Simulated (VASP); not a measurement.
An input for Quantum ESPRESSO's pw.x (written as the equivalent of a VASP run, and not itself run):

```
&CONTROL
  calculation = 'vc-relax'
  pseudo_dir = './pseudo'
  outdir = './out'
  tprnfor = .true.
  tstress = .true.
  nstep = 40
  forc_conv_thr = 0.00078
/
&SYSTEM
  ibrav = 0
  nat = 4
  ntyp = 2
  ecutwfc = 86
  occupations = 'smearing'
  smearing = 'methfessel-paxton'
  degauss = 0.00735
  input_dft = 'pbesol'
/
&ELECTRONS
  conv_thr = 7.3e-08
  electron_maxstep = 100
/
&IONS
/
&CELL
  press = 450
/
ATOMIC_SPECIES
  Hg 200.592 Hg.upf
  Se 78.971 Se.upf
CELL_PARAMETERS angstrom
     3.4026337    0.0000000    0.0000000
    -1.7013168    2.9467659   -0.0000000
     0.0000000    0.0000000    6.8029875
ATOMIC_POSITIONS crystal
  Hg   0.0000000  1.0000000  0.0000000
  Hg   0.0000000  1.0000000  0.5000000
  Se   0.3333330  0.6666670  0.2500000
  Se   0.6666670  0.3333330  0.7500000
K_POINTS automatic
  10 10 5 0 0 0
```

**Question.** Translate this input to VASP (INCAR, KPOINTS, POSCAR, choice of POTCAR).

**Answer.** One answer among several that fit: 
**KPOINTS**
```
Automatic
0
Gamma
  10 10 5
0 0 0
```

INCAR:
```
ALGO  =  Normal
EDIFF  =  1E-6
EDIFFG  =  -0.02
ENCUT  =  500
GGA  =  PS
IBRION  =  2
ISIF  =  3
ISMEAR  =  1
LASPH  =  T
LCHARG  =  F
LMAXMIX  =  6
LREAL  =  F
LWAVE  =  F
NELM  =  100
NSW  =  40
PREC  =  Accurate
PSTRESS  =  450
SIGMA  =  0.1
SYSTEM  =  HgSe
```

**POSCAR**
```
HgSe
1
    3.4026336882     0.0000000005     0.0000000000
   -1.7013168436     2.9467659190    -0.0000000000
    0.0000000000     0.0000000000     6.8029874953
Hg Se
2 2
Direct
  0.0000000000   1.0000000000   0.0000000000
  0.0000000000   1.0000000000   0.5000000000
  0.3333330000   0.6666670000   0.2500000000
  0.6666670000   0.3333330000   0.7500000000
```

POTCAR, in this order: Hg Se (PBE.64 set). Program: vasp_std.

The two are equivalent in intent, not identical: the potentials are each code's own (VASP's PAW set, PseudoDojo norm-conserving files in pw.x), so ENCUT and ecutwfc are chosen apart and not converted; conv_thr bounds pw.x's estimated SCF error, while EDIFF bounds the energy change between steps; forc_conv_thr acts on force components and is met together with etot_conv_thr.

The structure was generated: HgSe was put into the NiAs type type (P6_3/mmc), which need not be its known phase. It was relaxed first under an external pressure of 45 GPa.
